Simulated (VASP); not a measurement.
Here is a VASP 6.6.1 calculation.

The input INCAR:

```
PREC = Accurate
ENCUT = 520
EDIFF = 1E-7
ISMEAR = 0
SIGMA = 0.1
LREAL = F
LASPH = T
NELM = 150
ALGO = Normal
ISIF = 2
LWAVE = F
LCHARG = F
ISPIN = 2
MAGMOM = 1 0 0 0 0
LORBIT = 11
LMAXMIX = 4
GGA = PE
NBANDS = 30
```

KPOINTS

```
Automatic mesh
0
Gamma
  4 4 4
```

Contents of POSCAR:

```
ReF4
1.0
    3.9572874182      0.0000000000      0.0000000000
    0.0000000000      3.9572874182      0.0000000000
    0.0000000000      0.0000000000      3.9572874182
Re F
1 4
Direct
    0.0000000000      0.0000000000      0.0000000000
    0.5000000000      0.0000000000      0.0000000000
    0.0000000000      0.5000000000      0.0000000000
    0.0000000000      0.0000000000      0.5000000000
    0.5000000000      0.5000000000      0.5000000000
```

Potentials or basis: VASP PAW PBE potentials, release 64 (Re, F).

The run is started by

```sh
$ cat potpaw_PBE.64/Re/POTCAR potpaw_PBE.64/F/POTCAR > POTCAR
$ mpirun -np 1 vasp_std > vasp.out
```

Q: What does it give for the pressure?

A: -2.5 GPa.

Q: Predict the band gap on the k mesh.

A: None (metal or under the smearing width).

Caveat: the k mesh is coarse (spacing up to 0.40 Å⁻¹), so the values aren't converged. The run has no spin-orbit coupling, so splittings on Re are missing.
